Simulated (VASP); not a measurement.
A VASP calculation is set up with these files.

### KPOINTS
```
Automatic mesh
0
Gamma
11 11 6
0 0 0
```

INCAR:
```
! general
SYSTEM  =  BN
PREC    =  Accurate
ENCUT   =  520   ! plane-wave cut-off (eV)
LREAL   =  .FALSE.   ! projection in real space or not
LASPH   =  .TRUE.   ! aspherical one-centre terms

! electronic loop
EDIFF   =  1E-7
NELM    =  100
ALGO    =  Normal   ! blocked Davidson

! smearing
ISMEAR  =  -5

! functional
GGA     =  PE   ! PBE
IVDW    =  12

! ions
ISIF    =  2   ! forces and stress, cell fixed

! output
LWAVE   =  .FALSE.
LCHARG  =  .TRUE.
LORBIT  =  11   ! lm-projected
NEDOS   =  601   ! DOS grid

! other
LEFG    =  .TRUE.
```

POSCAR:
```
BN
1.0
  1.2711590736  -2.2017123183   0.0000000000
  1.2711590736   2.2017123183   0.0000000000
  0.0000000000   0.0000000000   4.2042474430
B N
2 2
Cart
  1.2711590736  -0.7339055739   2.1030592914
  1.2711590736   0.7339055739   0.0009355699
  1.2711590736  -0.7339055739   3.6777809427
  1.2711590736   0.7339055739   1.5756572212
```

POTCAR, in this order: B N (PBE.64 set). Program: vasp_std.

Q: Write an equivalent input for Quantum ESPRESSO's pw.x.

A: One equivalent input (not run):
```
&CONTROL
  calculation = 'scf'
  pseudo_dir = './pseudo'
  outdir = './out'
  tprnfor = .true.
  tstress = .true.
/
&SYSTEM
  ibrav = 0
  nat = 4
  ntyp = 2
  ecutwfc = 84
  occupations = 'tetrahedra'
  input_dft = 'pbe'
  vdw_corr = 'grimme-d3'
  dftd3_version = 4
  dftd3_threebody = .false.
/
&ELECTRONS
  conv_thr = 7.3e-09
  electron_maxstep = 100
/
ATOMIC_SPECIES
  B 10.810 B.upf
  N 14.007 N.upf
CELL_PARAMETERS angstrom
     1.2711591   -2.2017123    0.0000000
     1.2711591    2.2017123    0.0000000
     0.0000000    0.0000000    4.2042474
ATOMIC_POSITIONS crystal
  B    0.6666670  0.3333330  0.5002225
  B    0.3333330  0.6666670  0.0002225
  N    0.6666670  0.3333330  0.8747775
  N    0.3333330  0.6666670  0.3747775
K_POINTS automatic
  11 11 6 0 0 0
```
Limits of the translation: the potentials are each code's own (VASP's PAW set, PseudoDojo norm-conserving files in pw.x), so ENCUT and ecutwfc are chosen apart and not converted; conv_thr bounds pw.x's estimated SCF error, while EDIFF bounds the energy change between steps; the field gradients of LEFG aren't asked of the other code.

The compound is BN in the wurtzite structure, a metastable high-pressure form. It was relaxed first.
